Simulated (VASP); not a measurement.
Consider the following.

```
MoS2
1.0
    1.57094    -2.72094     0.00000
    1.57094     2.72094     0.00000
    0.00000     0.00000    12.29698
Mo S
2 4
Direct
  0.33333   0.66667   0.25000
  0.66667   0.33333   0.75000
  0.33333   0.66667   0.87530
  0.66667   0.33333   0.37530
  0.66667   0.33333   0.12470
  0.33333   0.66667   0.62470
```

These are r2SCAN+rVV10, VASP's PBE PAW potentials (set 64) (plane waves; VASP) values and carry that method's errors. Run with 520 eV cut-off, 8×8×2 Γ-centred mesh, Gaussian smearing of 0.050 eV, potentials Mo_sv S.

### Question
The ions and cell shape at fixed volume are relaxed. What does this cell relax into?

### Answer

```
MoS2
1.0
    1.58105    -2.73847     0.00000
    1.58105     2.73847     0.00000
    0.00000     0.00000    12.14012
Mo S
2 4
Direct
  0.33333   0.66667   0.25000
  0.66667   0.33333   0.75000
  0.33333   0.66667   0.87820
  0.66667   0.33333   0.37820
  0.66667   0.33333   0.12180
  0.33333   0.66667   0.62180
```
Space group P6_3/mmc (194), at a tolerance of 0.03 Å.

### Question
How much energy does the relaxation gain?

### Answer
The energy (σ→0) changes by -5.8 meV/atom, in 5 ionic steps.

| step | E(σ→0) (eV) | max force (eV/Å) | pressure (GPa) | volume (Å³) |
|---|---|---|---|---|
| 1 | -89.0524 | 0.515 | 5.05 | 105.13 |
| 2 | -89.0747 | 0.039 | 2.43 | 105.13 |
| 3 | -89.0750 | 0.022 | 2.71 | 105.13 |
| 4 | -89.0856 | 0.012 | 2.01 | 105.13 |
| 5 | -89.0874 | 0.005 | 1.58 | 105.13 |

The compound is MoS2 in the 2H layered structure. This cell is one point of a volume scan, at 0.97 of the reference volume. Symmetry was kept, so distortions that lower it aren't found.
